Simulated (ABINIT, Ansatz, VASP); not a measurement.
GeRh (Pnma, 8 atoms in the cell) computed with different codes at matched settings

Self-consistent single point, at a second geometry (lattice scaled by 0.98). First geometry:

```
GeRh
1.0
    5.68631     0.00000     0.00000
    0.00000     3.30181     0.00000
    0.00000     0.00000     6.47300
Ge Rh
4 4
Cartesian
  4.59602   2.47636   2.82501
  1.09029   0.82545   3.64799
  3.93345   0.82545   6.06151
  1.75286   2.47636   0.41149
  5.66038   2.47636   5.15652
  0.02593   0.82545   1.31648
  2.86909   0.82545   1.92002
  2.81723   2.47636   4.55298
```

Shared settings, as Ansatz (a quantum-chemistry and plane-wave program) writes them: kpoints.mp_grid.grid = 3 6 3; scf.occupations.method = gaussian; scf.occupations.width = 0.1 eV. Potentials and cutoffs stand in the table.

```json
[
 {"code": "VASP", "model": "PBEsol, VASP's PBE PAW potentials (set 64)", "ΔF from the first geometry (meV/atom)": "11.1", "pressure (GPa)": "7.28", "largest force (eV/Å)": "0.219", "cutoff": "300 eV"},
 {"code": "ABINIT", "model": "PBEsol, norm-conserving pseudopotentials (PseudoDojo nc-sr-04 PBEsol standard)", "ΔF from the first geometry (meV/atom)": "11.5", "pressure (GPa)": "8.65", "largest force (eV/Å)": "0.232", "cutoff": "44 Ha"},
 {"code": "Ansatz", "model": "PBEsol, PAW files made with PBE", "ΔF from the first geometry (meV/atom)": "10.0", "pressure (GPa)": "8.33", "largest force (eV/Å)": "0.221", "cutoff": "default"}
]
```

For VASP (by 1.3 GPa) the energy change implies a higher mean pressure, against the two pressures, than for the other programs: a sign of finite-basis (Pulay) stress.

Size of the force on each atom (eV/Å): Sizes of forces hide their directions.

```tsv
code	Ge1	Ge2	Ge3	Ge4	Rh5	Rh6	Rh7	Rh8
VASP	0.114	0.114	0.114	0.114	0.219	0.219	0.219	0.219
ABINIT	0.111	0.111	0.111	0.111	0.232	0.232	0.232	0.232
Ansatz	0.113	0.113	0.113	0.113	0.221	0.221	0.221	0.221
```

On Ansatz's run: spin polarisation is off.

The spread over the programs that give each value: ΔF from the first geometry within 1.5 meV/atom; pressure within 1.37 GPa; largest force within 0.013 eV/Å.

Ansatz's pressure is given at a fixed set of plane waves, as the other plane-wave codes print theirs; with its correction for the finite basis it is 8.44 GPa. In the pressure, VASP (by 1.05) lies more than 1 GPa from the median of the plane-wave programs.

The shared mesh is coarse (it stands for a supercell whose shortest vector is 17 Å), so the values are not converged in it.

VASP's run is marked for a possible Pulay error in its stress at this cutoff; no cutoff test was made.

The starting cell comes from a database of computed structures (which also holds hypothetical and non-ambient phases and stackings), without a prior relaxation at this level. Its lattice was rescaled by a random factor within 2.5 % of one. For this run, on top of that: lattice scaled by 0.98.

Left out of this page: Quantum ESPRESSO, GPAW, CP2K, Elk, FLEUR and SIESTA (not drawn, or without a comparable value).

Keys are those of Ansatz 0.2.
